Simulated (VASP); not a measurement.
# HgSb: structure and properties in VASP, part 2 of 4

Aim: relax HgSb, then compute properties on the relaxed cell. The cell is invented: it takes the structure of COD entry 9008724, SnSb (space group 225 there), with some of its atoms replaced by other elements, volume scaled by an estimate. It may not be a known or stable phase. Left out of this account: at least 2 further runs (elastic: elastic constants of a metal on too coarse a mesh; relaxation: a spoilt try).

VASP 6.6.1, plane waves and PAW; the level of theory is named at each step.

So far. Step 3 (Full relaxation (LDA)): It ends with forces that vanish by symmetry and a pressure of -0.01 GPa. The relaxed cell has a = 5.861 Å (conventional setting).

The structure was built from a prototype and need not be the compound's stable phase.

### Step 4. Second relaxation

Level of this step: LDA; plane waves and PAW (Hg, Sb); invented cell (VASP).

The basis stayed that of the start cell while the cell moved. A rerun from the cell reached resets it; the error of the finite cutoff stays. The mesh changes with the cell too.

INCAR

```
SYSTEM = HgSb
PREC = Accurate
ENCUT = 400
EDIFF = 1E-06
NELM = 100
ISMEAR = -1
SIGMA = 0.05
LREAL = .FALSE.
ALGO = Normal
GGA = CA
LORBIT = 11
LWAVE = .FALSE.
LCHARG = .FALSE.
IBRION = 2
NSW = 60
ISIF = 3
EDIFFG = -0.01
```

POSCAR

```
HgSb
1.0
    0.0000000000      2.9304420075      2.9304420075
    2.9304420075      0.0000000000      2.9304420075
    2.9304420075      2.9304420075      0.0000000000
Hg Sb
1 1
Direct
    0.0000000000      0.0000000000      0.0000000000
    0.5000000000      0.5000000000      0.5000000000
```

KPOINTS

```
Automatic mesh
0
Gamma
7 7 7
0 0 0
```

PAW data sets: Hg and Sb (LDA family, release 64).

The run is started by

```console
$ mpirun -np 1 vasp_std
```

The program printed:

```text
[... set-up lines as in an earlier step ...]
 entering main loop
       N       E                     dE             d eps       ncg     rms          rms(c)
DAV:   1     0.953285709916E+02    0.95329E+02   -0.65431E+03   480   0.990E+02
DAV:   2    -0.267519540684E+01   -0.98004E+02   -0.93297E+02   524   0.268E+02
DAV:   3    -0.581244505542E+01   -0.31372E+01   -0.31023E+01   588   0.532E+01
DAV:   4    -0.582916073382E+01   -0.16716E-01   -0.16712E-01   520   0.385E+00
DAV:   5    -0.582933185145E+01   -0.17112E-03   -0.17112E-03   600   0.409E-01    0.528E+00
DAV:   6    -0.559629570617E+01    0.23304E+00   -0.71236E-01   524   0.124E+01    0.425E+00
DAV:   7    -0.558850486271E+01    0.77908E-02   -0.62942E-02   524   0.210E+00    0.227E+00
DAV:   8    -0.558417749458E+01    0.43274E-02   -0.49798E-03   520   0.989E-01    0.156E-01
DAV:   9    -0.558399062878E+01    0.18687E-03   -0.77152E-04   576   0.401E-01    0.316E-02
DAV:  10    -0.558399277685E+01   -0.21481E-05   -0.47553E-05   528   0.816E-02    0.187E-02
DAV:  11    -0.558399258744E+01    0.18941E-06   -0.21081E-06   468   0.157E-02
   1 F= -.55839926E+01 E0= -.55768955E+01  d E =-.558399E+01
 curvature:   0.00 expect dE= 0.000E+00 dE for cont linesearch  0.000E+00
 trial: gam= 0.00000 g(F)=  0.281E-62 g(S)=  0.286E-03 ort = 0.000E+00 (trialstep = 0.100E+01)
 search vector abs. value=  0.286E-03
 bond charge predicted
       N       E                     dE             d eps       ncg     rms          rms(c)
DAV:   1    -0.558735339231E+01   -0.33606E-02   -0.65381E-02   528   0.347E+00    0.431E-01
DAV:   2    -0.558429772599E+01    0.30557E-02   -0.89483E-03   512   0.152E+00    0.149E-01
DAV:   3    -0.558409695281E+01    0.20077E-03   -0.56092E-04   524   0.254E-01    0.130E-01
DAV:   4    -0.558404533286E+01    0.51620E-04   -0.13453E-04   504   0.937E-02    0.901E-03
DAV:   5    -0.558404154364E+01    0.37892E-05   -0.12490E-05   500   0.469E-02    0.775E-03
DAV:   6    -0.558404091757E+01    0.62606E-06   -0.26534E-06   508   0.124E-02
   2 F= -.55840409E+01 E0= -.55769386E+01  d E =-.483301E-04
 trial-energy change:   -0.000048  1 .order   -0.000078   -0.000286    0.000131
 step:   0.5835(harm=  0.6863)  dis= 0.00000  next Energy=    -5.584070 (dE=-0.777E-04)
 bond charge predicted
       N       E                     dE             d eps       ncg     rms          rms(c)
DAV:   1    -0.558465339190E+01   -0.61185E-03   -0.11459E-02   524   0.145E+00    0.176E-01
DAV:   2    -0.558412225371E+01    0.53114E-03   -0.15732E-03   500   0.638E-01    0.606E-02
DAV:   3    -0.558408804465E+01    0.34209E-04   -0.96286E-05   524   0.104E-01    0.525E-02
DAV:   4    -0.558407926015E+01    0.87845E-05   -0.23845E-05   496   0.395E-02    0.374E-03
DAV:   5    -0.558407855669E+01    0.70346E-06   -0.22179E-06   356   0.201E-02
   3 F= -.55840786E+01 E0= -.55769774E+01  d E =-.859693E-04
 curvature:  -0.31 expect dE=-0.476E-06 dE for cont linesearch -0.476E-06
 trial: gam= 0.00000 g(F)=  0.724E-61 g(S)=  0.155E-05 ort =-0.211E-04 (trialstep = 0.917E+00)
 search vector abs. value=  0.155E-05
 reached required accuracy - stopping structural energy minimisation
```

The job ended after 7.6 s (1 MPI rank of Intel Xeon 6975P-C (Granite Rapids), shared host; peak memory 0.14 GiB).

From OUTCAR (step 4):

```text
  LATTYP: Found a face centered cubic cell.
 ALAT       =     5.8608840150

The static configuration has the point symmetry O_h .

 Found     20 irreducible k-points:

   k-points           NKPTS =     20   k-points in BZ     NKDIM =     20   number of bands    NBANDS=     12

   ENCUT  =  400.0 eV  29.40 Ry    5.42 a.u.   6.76  6.76  6.76*2*pi/ulx,y,z

   NELECT =      17.0000    total number of electrons

 E-fermi :   5.6437

 k-point     1 :       0.0000    0.0000    0.0000
  band No.  band energies     occupation
    ...
      2      -1.7912      2.00000
      3      -1.7912      2.00000
      4      -1.7280      2.00000
      5      -1.7280      2.00000
      6      -1.7280      2.00000
      7       5.9568      0.00380
      8       5.9568      0.00380
      9       5.9568      0.00380
     10       6.4228      0.00000
     11      13.2730      0.00000
    ...

 k-point     2 :       0.1429    0.0000    0.0000
  band No.  band energies     occupation
    ...
      3      -1.8642      2.00000
      4      -1.7571      2.00000
      5      -1.6927      2.00000
      6      -1.6927      2.00000
      7       3.6802      2.00000
      8       6.1406      0.00010
      9       6.1406      0.00010
     10       8.3259      0.00000
     11      11.7036      0.00000
     12      12.3667      0.00000

  Total       -0.0046340     -0.0046340     -0.0046340      0.0000000      0.0000000     -0.0000000
  in kB       -0.1471239     -0.1471239     -0.1471239      0.0000000      0.0000000     -0.0000000
  external PRESSURE =      -0.1471239 kB  Pullay stress =       0.0000000 kB

  energy-cutoff  :      400.00
  volume of cell :       50.46
      direct lattice vectors                 reciprocal lattice vectors
    -0.000000000  2.933036960  2.933036960    -0.170471769  0.170471769  0.170471769
     2.933036960 -0.000000000  2.933036960     0.170471769 -0.170471769  0.170471769
     2.933036960  2.933036960  0.000000000     0.170471769  0.170471769 -0.170471769

 POSITION                                       TOTAL-FORCE (eV/Angst)
 -----------------------------------------------------------------------------------
      0.00000      0.00000      0.00000         0.000000      0.000000      0.000000
      2.93304      2.93304      2.93304        -0.000000     -0.000000     -0.000000
 -----------------------------------------------------------------------------------
    total drift:                               -0.000000     -0.000000      0.000000

  FREE ENERGIE OF THE ION-ELECTRON SYSTEM (eV)
  ---------------------------------------------------
  free  energy   TOTEN  =        -5.5840785567 eV

  energy  without entropy=       -5.5698761788  energy(sigma->0) =       -5.57697737

 total charge
# of ion       s       p       d       tot
------------------------------------------
    1        0.858   0.435   9.274  10.567
    2        1.214   1.142   0.040   2.395
--------------------------------------------------
tot          2.072   1.577   9.314  12.963

[... 3 parts as in an earlier step ...]

[... 7 further parts left out ...]
```

Little changed from the start: no atom moved by 0.005 Å and no cell edge by 0.1 %.

Numbers from this step:

| Quantity | Value |
| --- | --- |
| irreducible k-points | 20 |
| free energy (TOTEN) | -5.584 eV |
| energy at zero smearing | -5.577 eV |
| Fermi energy | 5.644 eV |
| pressure | -0.01471 GPa |
| SCF cycles over all ionic steps | 22 |

It ends with forces that vanish by symmetry and a pressure of -0.01 GPa.

### Step 5. Density, ELF and potential (LDA)

A single point on the relaxed cell gives a clean self-consistent state, with density, ELF and potential written out.

INCAR: that of step 4 with these lines changed.

```diff
@@ -12,6 +12,5 @@
 LWAVE = .FALSE.
-LCHARG = .FALSE.
-IBRION = 2
-NSW = 60
-ISIF = 3
-EDIFFG = -0.01
+LCHARG = .TRUE.
+ISIF = 2
+LELF = .TRUE.
+LVHAR = .TRUE.
```

POSCAR

```
HgSb
1.0
    0.0000000000      2.9330369599      2.9330369599
    2.9330369599      0.0000000000      2.9330369599
    2.9330369599      2.9330369599      0.0000000000
Hg Sb
1 1
Direct
    0.0000000000      0.0000000000      0.0000000000
    0.5000000000      0.5000000000      0.5000000000
```

KPOINTS is that of step 4.

The run is started by

```console
$ mpirun -np 1 vasp_std
```

The program printed:

```text
[... set-up lines as in an earlier step ...]
 entering main loop
       N       E                     dE             d eps       ncg     rms          rms(c)
DAV:   1     0.974248981936E+02    0.97425E+02   -0.64658E+03   480   0.986E+02
DAV:   2    -0.250360660363E+01   -0.99929E+02   -0.93657E+02   536   0.265E+02
DAV:   3    -0.581053185128E+01   -0.33069E+01   -0.32416E+01   576   0.549E+01
DAV:   4    -0.582810996255E+01   -0.17578E-01   -0.17573E-01   532   0.400E+00
DAV:   5    -0.582828270392E+01   -0.17274E-03   -0.17274E-03   588   0.410E-01    0.524E+00
DAV:   6    -0.559632061918E+01    0.23196E+00   -0.70941E-01   516   0.124E+01    0.422E+00
DAV:   7    -0.558858679412E+01    0.77338E-02   -0.62501E-02   540   0.209E+00    0.226E+00
DAV:   8    -0.558428015893E+01    0.43066E-02   -0.49684E-03   524   0.987E-01    0.155E-01
DAV:   9    -0.558409316084E+01    0.18700E-03   -0.77313E-04   584   0.401E-01    0.311E-02
DAV:  10    -0.558409535106E+01   -0.21902E-05   -0.47824E-05   524   0.818E-02    0.185E-02
DAV:  11    -0.558409516675E+01    0.18431E-06   -0.20349E-06   476   0.154E-02
   1 F= -.55840952E+01 E0= -.55769950E+01  d E =-.142003E-01
```

It took 5.2 s on 1 MPI rank; peak memory 0.14 GiB.

From OUTCAR (step 5):

```text
   NELECT =      17.0000    total number of electrons

 E-fermi :   5.6438

 k-point     1 :       0.0000    0.0000    0.0000
  band No.  band energies     occupation
    ...
      2      -1.7920      2.00000
      3      -1.7920      2.00000
      4      -1.7288      2.00000
      5      -1.7288      2.00000
      6      -1.7288      2.00000
      7       5.9571      0.00379
      8       5.9571      0.00379
      9       5.9571      0.00379
     10       6.4229      0.00000
     11      13.2730      0.00000
    ...

  Total        0.0020549      0.0020549      0.0020549      0.0000000     -0.0000000     -0.0000000
  in kB        0.0652395      0.0652395      0.0652395      0.0000000     -0.0000000     -0.0000000
  external PRESSURE =       0.0652395 kB  Pullay stress =       0.0000000 kB

 POSITION                                       TOTAL-FORCE (eV/Angst)
 -----------------------------------------------------------------------------------
      0.00000      0.00000      0.00000        -0.000000     -0.000000     -0.000000
      2.93304      2.93304      2.93304         0.000000      0.000000      0.000000
 -----------------------------------------------------------------------------------
    total drift:                               -0.000000      0.000000      0.000000

  FREE ENERGIE OF THE ION-ELECTRON SYSTEM (eV)
  ---------------------------------------------------
  free  energy   TOTEN  =        -5.5840951667 eV

  energy  without entropy=       -5.5698949080  energy(sigma->0) =       -5.57699504

[... 6 parts as in an earlier step ...]

[... 11 further parts left out ...]
```

This step gave:

| Quantity | Value |
| --- | --- |
| SCF cycles | 11 |
| pressure | 0.006524 GPa |

Valence electrons inside each PAW sphere by angular momentum. Sphere charges, by row:

```tsv
atom	s (e)	p (e)	d (e)	tot (e)
Hg1	0.858	0.435	9.274	10.57
Sb2	1.214	1.142	0.04	2.395
```

Valence density in the ac plane of the conventional cell at fractional y = 0.000, with atoms of Hg and Sb within 0.2 Å of it. It is the smooth field of the valence electrons, not physical close to the nuclei.

Ten even steps from '_' (-0.2 e/Å³) to '@' (5.0 e/Å³), each cell a mean:
```
%%**::..__....______........==##
++--..______..........____..::==
::..__________......________....
..______________..____________..
..____________......__________..
....________..::--::..______....
__....____..--****==::..__....__
____......::++%%@@**--........__
____........==##%%**::..__....__
......____..::==++--..______....
....________....::..__________..
..____________....______________
....__________....____________..
--::..______........________..::
**==::..__....____....____..--**
@@**--........______......::++%%
```
Columns run along a (5.9 Å), rows up along c (5.9 Å), edges of the conventional cell, whose origin can differ from the input's. Atoms in or near the plane, at fractional coordinates: Hg at (0.00, 0.00), Hg at (0.50, 0.50), Sb at (0.50, 0.00), Sb at (0.00, 0.50).

Electrostatic potential energy in the ac plane of the conventional cell at fractional y = 0.000, with atoms of Hg and Sb within 0.2 Å of it. With pseudopotentials it is smooth inside the atoms' cores, unlike the true potential.

Ten even steps from '_' (-92 eV) to '@' (3 eV), each cell a mean:
```
**##%%@@@@%%--____..**@@@@%%##**
##%%%%@@@@@@**--::==%%@@@@@@%%##
%%@@@@@@@@@@@@%%##%%@@@@@@@@@@%%
@@@@@@@@@@@@@@@@@@@@@@@@@@@@@@@@
@@@@@@@@@@@@@@@@@@@@@@@@@@@@@@@@
++##@@@@@@@@%%%%%%%%@@@@@@@@%%**
..--##@@@@@@%%######%%@@@@%%==..
__..++@@@@%%##****##%%@@@@##::__
__..**@@@@%%##****##%%@@@@%%--__
::==%%@@@@@@%%####%%%%@@@@@@**--
##%%@@@@@@@@@@%%%%@@@@@@@@@@@@%%
@@@@@@@@@@@@@@@@@@@@@@@@@@@@@@@@
@@@@@@@@@@@@@@@@@@@@@@@@@@@@@@@@
%%%%@@@@@@@@%%**++##@@@@@@@@%%%%
####%%@@@@%%==....--##@@@@@@%%##
**##%%@@@@##::____..++@@@@%%##**
```
Columns run along a (5.9 Å; values clipped at the 3rd and 97th percentile), rows up along c (5.9 Å), edges of the conventional cell, whose origin can differ from the input's. Atoms in or near the plane, at fractional coordinates: Hg at (0.00, 0.00), Hg at (0.50, 0.50), Sb at (0.50, 0.00), Sb at (0.00, 0.50).

ELF in the ac plane of the conventional cell at fractional y = 0.000, with atoms of Hg and Sb within 0.2 Å of it. It is the smooth field of the valence electrons, not physical close to the nuclei.

Values, 16 rows by 16 columns, each cell a mean:
```
0.03 0.14 0.35 0.34 0.51 0.76 0.80 0.73 0.70 0.78 0.81 0.64 0.37 0.36 0.24 0.05
0.21 0.32 0.36 0.30 0.42 0.67 0.79 0.80 0.81 0.81 0.75 0.54 0.31 0.33 0.35 0.24
0.37 0.35 0.29 0.22 0.27 0.49 0.67 0.76 0.77 0.72 0.59 0.35 0.21 0.26 0.33 0.36
0.38 0.35 0.27 0.16 0.15 0.27 0.42 0.51 0.52 0.46 0.33 0.19 0.14 0.21 0.31 0.37
0.66 0.59 0.44 0.25 0.16 0.22 0.30 0.34 0.35 0.32 0.26 0.18 0.19 0.35 0.54 0.64
0.81 0.78 0.68 0.44 0.27 0.29 0.36 0.35 0.33 0.36 0.33 0.26 0.33 0.59 0.75 0.81
0.77 0.80 0.78 0.59 0.35 0.35 0.32 0.14 0.10 0.22 0.36 0.32 0.46 0.72 0.81 0.78
0.66 0.77 0.81 0.66 0.38 0.37 0.21 0.03 0.10 0.10 0.33 0.35 0.52 0.77 0.81 0.70
0.70 0.78 0.81 0.64 0.37 0.36 0.24 0.05 0.03 0.14 0.35 0.34 0.51 0.76 0.80 0.73
0.81 0.81 0.75 0.54 0.31 0.33 0.35 0.24 0.21 0.32 0.36 0.30 0.42 0.67 0.79 0.80
0.77 0.72 0.59 0.35 0.21 0.26 0.33 0.36 0.37 0.35 0.29 0.22 0.27 0.49 0.67 0.76
0.52 0.46 0.33 0.19 0.14 0.21 0.31 0.37 0.38 0.35 0.27 0.16 0.15 0.27 0.42 0.51
0.35 0.32 0.26 0.18 0.19 0.35 0.54 0.64 0.66 0.59 0.44 0.25 0.16 0.22 0.30 0.34
0.33 0.36 0.33 0.26 0.33 0.59 0.75 0.81 0.81 0.78 0.68 0.44 0.27 0.29 0.36 0.35
0.10 0.22 0.36 0.32 0.46 0.72 0.81 0.78 0.77 0.80 0.78 0.59 0.35 0.35 0.32 0.14
0.10 0.10 0.33 0.35 0.52 0.77 0.81 0.70 0.66 0.77 0.81 0.66 0.38 0.37 0.21 0.03
```
Columns run along a (5.9 Å), rows up along c (5.9 Å), edges of the conventional cell, whose origin can differ from the input's. Atoms in or near the plane, at fractional coordinates: Hg at (0.00, 0.00), Hg at (0.50, 0.50), Sb at (0.50, 0.00), Sb at (0.00, 0.50).

In this run the pressure is 0.01 GPa, small enough to go on; single stress components reach 0.01 GPa.

### Step 6. Band structure (LDA)

The mesh alone shows little of the dispersion and can miss band extrema, so KPOINTS_OPT adds a path through the symmetry points after the self-consistent cycle.

INCAR: that of step 5 with these lines changed.

```diff
@@ -12,5 +12,2 @@
 LWAVE = .FALSE.
-LCHARG = .TRUE.
-ISIF = 2
-LELF = .TRUE.
-LVHAR = .TRUE.
+LCHARG = .FALSE.
```

POSCAR is that of step 5.

KPOINTS is that of step 5.

KPOINTS_OPT

```
Line mode
16
Line-mode
Reciprocal
  0.00000000   0.00000000   0.00000000 GAMMA
  0.50000000   0.00000000   0.50000000 X

  0.50000000   0.00000000   0.50000000 X
  0.50000000   0.25000000   0.75000000 W

  0.50000000   0.25000000   0.75000000 W
  0.37500000   0.37500000   0.75000000 K

  0.37500000   0.37500000   0.75000000 K
  0.00000000   0.00000000   0.00000000 GAMMA

  0.00000000   0.00000000   0.00000000 GAMMA
  0.50000000   0.50000000   0.50000000 L

  0.50000000   0.50000000   0.50000000 L
  0.62500000   0.25000000   0.62500000 U

  0.62500000   0.25000000   0.62500000 U
  0.50000000   0.25000000   0.75000000 W

  0.50000000   0.25000000   0.75000000 W
  0.50000000   0.50000000   0.50000000 L

  0.50000000   0.50000000   0.50000000 L
  0.37500000   0.37500000   0.75000000 K

  0.62500000   0.25000000   0.62500000 U
  0.50000000   0.00000000   0.50000000 X
```

The run is started by

```console
$ mpirun -np 1 vasp_std
```

The program printed:

```text
[... set-up lines as in an earlier step ...]
 entering main loop
       N       E                     dE             d eps       ncg     rms          rms(c)
[... 11 cycles as in an earlier step ...]
   1 F= -.55840952E+01 E0= -.55769950E+01  d E =-.142003E-01
 Start KPOINTS_OPT (optional k-point list driver)
k-point batch [1-20\160]
       N       E                     dE             ncg
DAV:   1     0.173383077365E+04   -0.44924E+04      480
DAV:   2    -0.131876696790E+03   -0.18657E+04      520
DAV:   3    -0.195396903979E+03   -0.63520E+02      580
DAV:   4    -0.195911375749E+03   -0.51447E+00      568
DAV:   5    -0.195915796852E+03   -0.44211E-02      608
DAV:   6    -0.195915856429E+03   -0.59577E-04      588
DAV:   7    -0.195915857549E+03   -0.11203E-05      500
DAV:   8    -0.195915857626E+03   -0.77014E-07      420
[...]
k-point batch [141-160\160]
       N       E                     dE             ncg
DAV:   1     0.146448193418E+04   -0.89265E+04      488
DAV:   2    -0.248190263388E+03   -0.17127E+04      524
DAV:   3    -0.299460791653E+03   -0.51271E+02      584
DAV:   4    -0.299698129179E+03   -0.23734E+00      596
DAV:   5    -0.299701300036E+03   -0.31709E-02      596
DAV:   6    -0.299701362289E+03   -0.62253E-04      600
DAV:   7    -0.299701363706E+03   -0.14173E-05      500
DAV:   8    -0.299701363790E+03   -0.83529E-07      456
```

Wall time 17 s (1 MPI rank); peak memory 0.15 GiB.

From OUTCAR (step 6):

```text
   NELECT =      17.0000    total number of electrons

 E-fermi :   5.6438

[... 20 parts as in an earlier step ...]

[... 2 further parts left out ...]
```

Spin-orbit coupling is off here; it can split and shift levels that hold much weight on Hg and Sb by tenths of an eV or more.

The electronic bands at the labelled points (eV, zero at the Fermi level; # counts the bands kept in this run):

```tsv
point	#5	#6	#7	#8	#9
Γ	-7.37	0.31	0.31	0.31	0.78
0.53 of the way	-7.24	-2.58	-0.99	-0.99	0.77
X	-5.77	-4.65	-2.64	-1.99	-1.99
0.53 of the way	-5.79	-4.27	-4.22	-2.49	0.72
W	-5.81	-4.79	-3.38	-3.38	3.19
0.53 of the way	-5.95	-4.98	-3.79	-2.13	1.82
K	-6.04	-5.08	-3.90	-1.00	0.56
0.53 of the way	-7.19	-3.67	-1.10	1.60	3.98
Γ	-7.37	0.31	0.31	0.31	0.78
0.53 of the way	-7.26	-4.00	0.90	0.90	3.40
L	-7.16	-6.05	1.62	1.62	2.97
0.47 of the way	-7.00	-5.89	-1.04	0.41	1.98
U	-6.04	-5.08	-3.90	-1.00	0.56
0.47 of the way	-5.95	-4.98	-3.79	-2.13	1.82
W	-5.81	-4.79	-3.38	-3.38	3.19
0.47 of the way	-6.76	-5.74	-1.59	-1.12	3.04
L	-7.16	-6.05	1.62	1.62	2.97
0.53 of the way	-6.92	-5.83	-1.50	0.20	1.77
K	-6.04	-5.08	-3.90	-1.00	0.56
jump to U	-6.04	-5.08	-3.90	-1.00	0.56
0.47 of the way	-5.79	-4.42	-4.06	-1.69	-0.61
X	-5.77	-4.65	-2.64	-1.99	-1.99
```

Of the projections kept (Hg, Sb), the largest for each band there, as a share of the weight inside these atoms' spheres; weight between the spheres isn't counted:

```tsv
point	#5	#6	#7	#8	#9
Γ	Hg 1.00	Sb 0.83	Sb 0.83	Sb 0.83	Hg 0.53
X	Hg 0.83	Sb 0.63	Hg 0.76	Sb 0.70	Sb 0.70
W	Hg 0.76	Hg 0.87	Sb 0.57	Sb 0.57	Sb 0.61
K	Hg 0.76	Hg 0.83	Sb 0.55	Sb 0.64	Hg 0.59
Γ	Hg 1.00	Sb 0.83	Sb 0.83	Sb 0.83	Hg 0.53
L	Hg 1.00	Hg 0.89	Sb 0.75	Sb 0.75	Sb 0.63
```

The electronic bands as a text plot (rows in eV):

```
    3.8 |                     **
    3.3 |  *                 *       ****         ***  *
    2.8 | *          **                  ***     *   ** **
    2.3 |   *              **   *   *                     *
    1.8 |              *     *     *     ** *   *       *  *
    1.3 |*          *     * * ** *     ** ** *         * *  *
    0.8 |    *          ** *    * *  **       **       * **  *
    0.3 |**                      ****      **         *    *  *
   -0.2 |* *  *    *      *    ***           *        *   * *
   -0.7 |   *            *    *    *          *      *       * *
   -1.2 | *  **   *     *                   *  *     *        *
   -1.7 |  *   **            *  *   *           *          *   **
   -2.2 |   *    ***   *    *                *      *           *
   -2.7 |    ** **  *      *   *     *           * *        *   *
   -3.2 |      *  *  **   *   *                   *
   -3.7 |       *  * *****                    ****           * *
   -4.2 |          **        *        *                       **
   -4.7 |        ** ****   **          *         **           * *
   -5.2 |               ***                   ***  *         *
   -5.7 |        *******                *   **  *** ***   *** ***
   -6.2 |       *       **               ***  **   **  ***   *
   -6.7 |                 **                 *       *     **
   -7.2 |********************************************************
   -7.7 | ***********************   *****************************
         Γ       X    W  K        Γ      L     U  W     L   K|U X
```

There is no gap at this level.

[end of part 2 of 4]

[Lines on the potential files, build, host, timing and source positions are cut from VASP's logs without a mark.]

[Logs are printed without paths, hosts, clocks, repeated set-up lines and the standing remarks that a program may print on its own settings, such as how far it seeks lower states.]

[Hosts, paths, dates, database ids (printed as entryN), source tags and the programs' standing remarks are cut or masked in the printed files.]

[A measured line is paired with the nearest computed mode of its activity, which favours agreement.]

[In band tables of VASP the shares of atoms and orbitals are scaled to a sum of 1 inside the atoms' spheres.]
